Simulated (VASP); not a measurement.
Method: PW91 GGA, VASP's PBE PAW potentials (set 64) (plane waves; VASP).

VASP ran on this input.

**POSCAR**
```
Ru
1.0
  1.3496887321  -2.3377296155   0.0000000000
  1.3496887321   2.3377296155   0.0000000000
  0.0000000000   0.0000000000   4.2522132865
Ru
2
Direct
  0.3333330000   0.6666670000   0.2500000000
  0.6666670000   0.3333330000   0.7500000000
```

KPOINTS:
```
Regular mesh
0
Gamma
 15 15 9
0 0 0
```

INCAR:
```
ALGO  =  Normal
EDIFF  =  1E-7
EDIFFG  =  -0.01
ENCUT  =  520
GGA  =  91
IBRION  =  2
ISIF  =  4
ISMEAR  =  1
LASPH  =  T
LCHARG  =  F
LMAXMIX  =  4
LREAL  =  F
LWAVE  =  F
NELM  =  100
NSW  =  30
PREC  =  Accurate
SIGMA  =  0.1
SYSTEM  =  Ru
```

POTCAR, in this order: Ru_pv (PBE.64 set). Program: vasp_std.

### Question
What will the output report for the number of irreducible k-points (NKPTS), largest plane-wave count, number of space-group operations, FFT grid (NGX, NGY, NGZ)?

### Answer

```
Quantity                                       Value
--------------------------------------  ------------
number of irreducible k-points (NKPTS)           135
largest plane-wave count                         738
number of space-group operations                  24
FFT grid (NGX, NGY, NGZ)                20 × 20 × 32
```

The compound is Ru in the hcp structure. This cell is one point of a volume scan, at 0.97 of the reference volume. Symmetry was kept, so distortions that lower it aren't found.
